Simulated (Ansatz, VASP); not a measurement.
## Cross-check of Pd between VASP and Ansatz

One calculation is typed for both programs; each brings its own data sets. How far apart do they land? The cell is taken from a series of runs on this material, whose earlier steps may have relaxed, scaled, displaced or heated it; both programs get it as it stands.

Method: plane waves, with VASP 6.6.1 beside it; PBEsol, in Ansatz 0.2.0.

## (1) The starting structure

The cell holds 3 atoms: 3 Pd. Cell: a = 2.638 Å, b = 2.638 Å, c = 31.580 Å, α = 90.0°, β = 90.0°, γ = 90.0°. It derives from Pd. Vacuum lies along c.

Coordinates:

```cif
data_structure
_symmetry_space_group_name_H-M 'P 1'
_symmetry_Int_Tables_number 1
_cell_length_a 2.6384
_cell_length_b 2.6384
_cell_length_c 31.5800
_cell_angle_alpha 90.000
_cell_angle_beta 90.000
_cell_angle_gamma 90.000
_cell_volume 219.84
loop_
_atom_site_label
_atom_site_type_symbol
_atom_site_fract_x
_atom_site_fract_y
_atom_site_fract_z
_atom_site_occupancy
Pd1 Pd 0.00000 0.00000 0.20373 1
Pd2 Pd 0.50000 0.50000 0.26742 1
Pd3 Pd 0.00000 0.00000 0.33110 1
```

## (2) Ansatz: zone-centre phonons, PBEsol

Ansatz runs on its PAW soft_1 files.

Second derivatives magnify differences that forces hide, and they need a tight electronic threshold.

Contents of input.yaml:

```yaml
crystal:
  lattice:
    - [1.8656451159, 1.8656451159, 0.0]
    - [-1.8656451159, 1.8656451159, 0.0]
    - [0.0, 0.0, 31.58000692]
  atoms:
    - { symbol: Pd, position: [0.0, 0.0, 0.2037319418] }
    - { symbol: Pd, position: [0.5, 0.5, 0.2674160275] }
    - { symbol: Pd, position: [0.0, 0.0, 0.3311001132] }
  periodic: [true, true, false]
kpoints:
  mp_grid: { grid: [16, 16, 1] }
hamiltonian:
  xc: pbesol
  pseudopotentials: { kind: paw, azcp: { folder: soft_1 }, xc_functional: pbe }
scf:
  occupations: { method: methfessel_paxton, width: 0.2 }
output:
  eigenvalues: true
phonons:
  method: dfpt
  qmesh: [4, 4, 1]
  temperatures: { t_max: 1000, t_step: 50 }
  qpath:
    path: [[0.0, 0.0, 0.0], [0.0, 0.5, 0.0], [0.5, 0.5, 0.0], [0.0, 0.0, 0.0]]
    npoints: 10
```

On the command line:

```
$ ansatz run input.yaml --threads 4 --pin off --max-ram 16384MiB --backend cpu --events-out ev --progress --plain --runs-dir out
```

Numbers of over 12 decimals in the logs are rounded to 6 here.

What it wrote:

```text
Warning: crystal.symmetry: narrowed to the stabiliser of the run's FFT grids — unitary ops 16 → 8. A phonons.method: dfpt run fills in the rows of the dynamical matrix that it does not solve by its symmetry operations, which is exact only for operations that map its FFT grids onto themselves: filled in by any other, the frequencies could depend on the order in which like atoms are typed, or, by more than the grids' own error, on where the crystal sits among the grids' points. Excluded: 8 operations. The run can therefore solve more perturbations, solve them on more k-points, or both, and cost more. [rest of the remark cut]
Engine: ansatz 0.2.0, aarch64-unknown-linux-gnu
Pseudopotentials: kind: paw
Pseudopotential: Pd, paw, valence charge 18, recommended cutoff 420 eV (normal), soft_1/Pd.paw.azcp
Functional definition: PBEsol
  exchange = pbesol_x
  correlation = pbesol_c
Crystal: 3 atoms, lattice volume = 219.837 Å³
Basis set: ecut = 420 eV, 4317 PW (Γ), exchange–correlation on 36×36×432 points (8 copies of the dense FFT grid, shifted against one another)
Bands: 33, of which v1, the nominal top of the filled ones, is band 27 counted from 1 (26 counted from 0)
Symmetry: 16 space group operations
k-points: 45 of 256 (irreducible under 8 space group operations)
Non-local potential: Pd, projectors of the file, l = 0: 2, l = 1: 2, l = 2: 2, l = 3: 1
PAW form: soft (Blöchl's): semilocal exchange-correlation on the pseudo side does not see the compensation charge
PAW frozen core: Pd, regenerated for the run's functional, and the local potential with it (the file was generated under x = pbe(κ = 0.804, μ = 0.219515), c = pbe(β = 0.066725))
PAW one-centre angular grid: Pd, 590 points (default); XC on 64 Gauss nodes
Initial density: superposition of atomic densities (neutral atoms: chi_scale 0, normalization atom)
Initial wavefunctions: pseudopotential atomic-orbital guess
Functional: x = pbesol(κ = 0.804, μ = 0.123457), c = pbesol(β = 0.046)
SCF iter   1: F=—  HF=-20721.788012 eV  |F-HF|=—  |Δ(HF+E_count)|=         —  Δρ=7.87e-2  dr2=1.66e1  ethr=3.10e-3  ⟨swp⟩=14.7  Hψ=10761  notcnv=0
preconditioner: auto → LDOS  [metal: Δε(μ)=0.003 eV  Ē_g=6.436 eV  σ=0.200 eV  W_gap=0.01  n_scr=20 (ndim 8)  ℏωp=13.7 eV  f_vac=0.759  D(μ)=5.19/eV (n_scr^D=20)  β→1.0]
SCF iter   2: F=—  HF=-20723.289344 eV  |F-HF|=—  |Δ(HF+E_count)|=    1.50e0  S|Δr|=    0.00e0  Δρ=9.63e-2  dr2=1.73e1  ethr=3.10e-3  ⟨swp⟩=4.6  Hψ=5036  notcnv=0  defer=26
SCF iter   3: F=—  HF=-20718.459068 eV  |F-HF|=—  |Δ(HF+E_count)|=    4.83e0  S|Δr|=    0.00e0  Δρ=1.54e-2  dr2=4.17e-1  ethr=3.10e-3  ⟨swp⟩=3.4  Hψ=4016  notcnv=0  defer=40
SCF iter   4: F=—  HF=-20718.399589 eV  |F-HF|=—  |Δ(HF+E_count)|=   5.95e-2  S|Δr|=    0.00e0  Δρ=2.88e-3  dr2=1.22e-1  ethr=7.72e-4  ⟨swp⟩=3.4  Hψ=3849  notcnv=0  defer=31
SCF iter   5: F=—  HF=-20718.393972 eV  |F-HF|=—  |Δ(HF+E_count)|=   5.62e-3  S|Δr|=    0.00e0  Δρ=1.99e-3  dr2=2.50e-2  ethr=2.27e-4  ⟨swp⟩=2.2  Hψ=2383  notcnv=0  defer=31
SCF iter   6: F=—  HF=-20718.393568 eV  |F-HF|=—  |Δ(HF+E_count)|=   4.03e-4  S|Δr|=    0.00e0  Δρ=1.00e-3  dr2=4.81e-3  ethr=4.64e-5  ⟨swp⟩=2.1  Hψ=2206  notcnv=0  defer=31
SCF iter   7: F=—  HF=-20718.393401 eV  |F-HF|=—  |Δ(HF+E_count)|=   1.67e-4  S|Δr|=    0.00e0  Δρ=4.51e-4  dr2=4.20e-4  ethr=8.90e-6  ⟨swp⟩=2.8  Hψ=2348  notcnv=0  defer=31
SCF iter   8: F=—  HF=-20718.393418 eV  |F-HF|=—  |Δ(HF+E_count)|=   1.71e-5  S|Δr|=    0.00e0  Δρ=1.49e-4  dr2=4.58e-5  ethr=7.77e-7  ⟨swp⟩=3.1  Hψ=2956  notcnv=0  defer=31
SCF iter   9: F=—  HF=-20718.393419 eV  |F-HF|=—  |Δ(HF+E_count)|=   9.57e-7  S|Δr|=    0.00e0  Δρ=5.09e-5  dr2=4.19e-6  ethr=8.49e-8  ⟨swp⟩=3.4  Hψ=3016  notcnv=0  defer=31
SCF iter  10: F=—  HF=-20718.393547 eV  |F-HF|=—  |Δ(HF+E_count)|=   1.27e-4  S|Δr|=    0.00e0  Δρ=6.86e-6  dr2=6.70e-8  ethr=7.76e-9  ⟨swp⟩=3.1  Hψ=3197  notcnv=0  defer=31
SCF iter  11: F=—  HF=-20718.393547 eV  |F-HF|=—  |Δ(HF+E_count)|=   3.49e-9  S|Δr|=    0.00e0  Δρ=2.54e-6  dr2=2.38e-8  ethr=1.24e-10  ⟨swp⟩=4.2  Hψ=3890  notcnv=0  defer=31
SCF iter  12: F=—  HF=-20718.393547 eV  |F-HF|=—  |Δ(HF+E_count)|=   4.70e-8  S|Δr|=    0.00e0  Δρ=4.57e-7  dr2=6.59e-10  ethr=4.40e-11  ⟨swp⟩=2.9  Hψ=2798  notcnv=0  defer=31
SCF iter  13: F=—  HF=-20718.393547 eV  |F-HF|=—  |Δ(HF+E_count)|=   6.62e-9  S|Δr|=    0.00e0  Δρ=1.76e-7  dr2=1.46e-10  ethr=1.22e-12  ⟨swp⟩=3.7  Hψ=3446  notcnv=0  defer=31
SCF iter  14: F=-20718.393547 eV  HF=-20718.393547 eV  |F-HF|=2.36e-10  |Δ(HF+E_count)|=  7.46e-10  S|Δr|=    0.00e0  Δρ=1.99e-8  dr2=1.61e-12  ethr=1.00e-12  ⟨swp⟩=24.3  Hψ=14472  notcnv=0
SCF 1 converged in 14 iterations: F = -20718.393547 eV  dr2 = 1.61e-12
  greatest PAW one-centre occupation: 0.999 electrons in one spin orbital (limit 2), on the Pd atom at site 2 (counted from 0), in its partial waves of l = 0
phonons: the bands overlap, so this run is a metal and interpolates without the dipole-dipole term. If the crystal is really an insulator or semiconductor, its LO-TO splitting is missing
NSCF: frozen V_eff on 45 k-points
NSCF: frozen V_eff on 73 k-points
DFPT response loops at q = (0, 0, 0) (fractional): preconditioner auto → none (partly filled bands, converged f_vac=0.753); β = 0.50; Broyden in place of MSR1
NSCF: frozen V_eff on 512 k-points
DFPT response loops at q = (0, 0.25, 0) (fractional): mixed as the last ones told, above
NSCF: frozen V_eff on 260 k-points
DFPT response loops at q = (0, -0.5, 0) (fractional): mixed as the last ones told, above
NSCF: frozen V_eff on 272 k-points
DFPT response loops at q = (0.25, 0.25, 0) (fractional): mixed as the last ones told, above
NSCF: frozen V_eff on 512 k-points
DFPT response loops at q = (0.25, -0.5, 0) (fractional): mixed as the last ones told, above
NSCF: frozen V_eff on 146 k-points
DFPT response loops at q = (-0.5, -0.5, 0) (fractional): mixed as the last ones told, above
SCF converged after 14 iterations
Stability not checked: this state was not tested for a lower state beside it, because cold or Methfessel-Paxton smearing, or corrected tetrahedra, fill the levels in a way that the test cannot read (fill_not_monotonic; see scf.lower_state_search)
Free energy (F): -20718.393547 eV
Harris-Foulkes:  -20718.393547 eV  (|F-HF|=2.36e-10)
Internal energy: -20718.391163 eV  (E = F + TS)
E sigma→0 (E₀):  -20718.392951 eV
Entropy (-TS):   -0.002384 eV (-0.795 meV/atom)
Fermi energy:    -5.286494 eV
Step filling:    the computed levels leave a gap of 0.0309 eV = 0.2 smearing widths at the electron count; against every level under it full and every level over it empty, smearing changes F+E_penalty+E_count by +6.041 meV and its σ→0 estimate by +6.637 meV
--- Per-component energies (eV) ---
  E_band       = -1754.115068
  E_kinetic    = 1347.155280
  E_local      = -231219.915372  (includes V_loc(G=0)·N_el)
  E_nonlocal   = 1119.318812
  E_hartree    = 114401.903252
  E_xc         = -411.676764
  E_vxc        = -522.332177  (∫ρ·V_xc dr)
  E_paw        = -11236.916930  (= ΣΔE_a)
  E_vpaw       = -1282.148980  (= ΣTr[D̂ρ^β])
  E_aug_tail   = 0.000647  (compensation charges beyond the density's cutoff)
  E_ewald      = 105280.832337
  E_core_change = 0.907576  (= ΣΔE_core)
  E_smearing   = -0.002384  (= −TS)
  E_closure    = 0.000000  (closes the sum)
  Σ components = -20718.393547   (vs F -20718.393547, Δ=0.00e0)
--- Band table (eV; the first three rows and the last of 45) ---
  k-point 0: bands = [... 23 lower, -6.1556, -5.8723, -5.3787, -5.1728, -5.1728, -5.1480, -5.0238, -3.2416, ... 2 higher]
  k-point 1: bands = [... 23 lower, -6.2367, -5.8482, -5.4797, -5.4308, -5.2051, -5.1328, -4.7697, -2.8929, ... 2 higher]
  k-point 2: bands = [... 23 lower, -6.4272, -5.8369, -5.8229, -5.6794, -5.3427, -5.1015, -4.2518, -2.1574, ... 2 higher]
  k-point 44: bands = [... 23 lower, -5.4689, -4.5620, -4.2973, -4.2968, 0.0366, 0.0366, 3.0986, 3.0986, ... 2 higher]
--- Phonons (Γ-DFPT): 6 representative perturbations + reference (Σ response iterations 34) ---
  ASR residual: 4.274e-5 → 0.000e0 eV/Å²; symmetrization residual: 2.033e-5 eV/Å²
  The last average, over the group as it would stand without the narrowing to the FFT grids, took up to 5.673e-6 eV/Å² of the zone centre's force constants
  ASR residual per site (eV/Å²): 3.13e-5 1.31e-5 4.27e-5
  Γ frequencies (cm⁻¹): 0.00 0.00 0.00 68.96 68.96 123.19 133.74 133.74 206.44
--- Phonons (arbitrary-q DFPT): 6 irreducible q on the 4×4×1 mesh ---
  q = [0.0000, 0.0000, 0.0000] (star 1, of the zone-centre solve; hermiticity 3.66e-6, symmetrization 1.39e-12, taken by the last average 5.10e-7): -0.00 -0.00 0.00 68.96 68.96 123.19 133.74 133.74 206.44
  q = [0.0000, 0.2500, 0.0000] (star 4, 6 solved perturbations in 1200 linear systems a pass and spin channel, the states on 256 of 256 k-point pairs; hermiticity 4.80e-6, symmetrization 1.33e-9, taken by the last average 9.64e-7): 25.03 56.77 70.22 90.45 122.77 129.42 149.23 195.95 200.20
  q = [0.0000, -0.5000, 0.0000] (star 2, 6 solved perturbations in 633 linear systems a pass and spin channel, the states on 130 of 256 k-point pairs; hermiticity 4.71e-6, symmetrization 1.13e-9, taken by the last average 8.17e-7): 57.91 71.09 97.37 102.57 106.69 126.04 194.50 217.47 243.79
  q = [0.2500, 0.2500, 0.0000] (star 4, 9 solved perturbations on 136 of 256 k-point pairs; hermiticity 4.88e-6, symmetrization 1.54e-9, taken by the last average 4.62e-7): 78.42 87.02 122.83 130.23 143.11 144.18 182.43 189.22 193.01
  q = [0.2500, -0.5000, 0.0000] (star 4, 6 solved perturbations in 1200 linear systems a pass and spin channel, the states on 256 of 256 k-point pairs; hermiticity 4.99e-6, symmetrization 9.40e-10, taken by the last average 3.47e-7): 83.85 111.91 131.90 132.71 142.40 160.41 201.82 207.61 239.69
  q = [-0.5000, -0.5000, 0.0000] (star 1, 6 solved perturbations in 354 linear systems a pass and spin channel, the states on 73 of 256 k-point pairs; hermiticity 3.37e-6, symmetrization 4.65e-10, taken by the last average 1.51e-6): 63.93 105.38 147.54 179.57 179.57 190.19 190.19 233.51 233.51
  sum rule: each row above includes the acoustic sum rule's correction from the zone centre's row sums; it moved no ω² by more than (0.33 cm⁻¹)²
  mesh force constants: q→R imaginary residual 1.72e-18; ASR residual 4.274e-5 → 0.000e0 eV/Å²; symmetrization residual 3.553e-15 eV/Å²
  interpolated dispersion: 31 rows × 9 modes
  density of states and harmonic sums: on the 24×24×1 q-mesh, interpolated from the force constants of a 4×4×1 supercell (no non-analytic term)
  largest difference from the sums on the solved wave vectors: F 4.84e-2 eV, S 6.41e-5 and C_V 1.57e-5 eV/K
  zero-point energy: 0.076287 eV/cell   skipped modes (ω ≤ 0): 3   left out of the sums: 5.79e-4 of the cell's modes: C_V's classical limit lies that fraction below 3 k_B per atom; for a crystal, a wire or a layer, F and S can be off by more, and a phonons.interpolated_qmesh denser along its periods is the remedy for the sampling
```

In the SCF lines HF is the Harris–Foulkes energy and dr2 the Hartree energy of the density residual, in eV; the loop may stop once dr2 is under the threshold and the program's other checks hold. Hψ counts applications of the Hamiltonian.

(Part 1 of 2 ends here.)

[Lines on the potential files, build, host, timing and source positions are cut from VASP's logs without a mark.]

[Logs are printed without paths, hosts, clocks, repeated set-up lines and the standing remarks that a program may print on its own settings, such as how far it seeks lower states.]

[Hosts, paths, dates, database ids (printed as entryN), source tags and the programs' standing remarks are cut or masked in the printed files.]
